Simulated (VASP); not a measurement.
Given:

```xyz
2
Lattice="0.0000 2.2526 2.2526 2.2526 0.0000 2.2526 2.2526 2.2526 0.0000" Properties=species:S:1:pos:R:3 pbc="T T T"
B      0.0000     0.0000     0.0000
P      1.1263     1.1263     1.1263
```

Computed with PBE GGA with D3 dispersion (Becke-Johnson damping), VASP's PBE PAW potentials (set 64) (plane waves; VASP 6.6.1). Numerical set-up: 520 eV cut-off, 9×9×9 Γ-centred mesh, Gaussian smearing of 0.050 eV, potentials B P.

Task: What does the run give for the energy per atom (σ→0)?

Result: 
```json
{
 "energy per atom (σ→0)": "-6.791 eV/atom"
}
```

Only differences to runs with the same potentials and settings are physical.

The compound is BP in the zinc blende structure. It was relaxed first. The start is the result of an earlier pass.
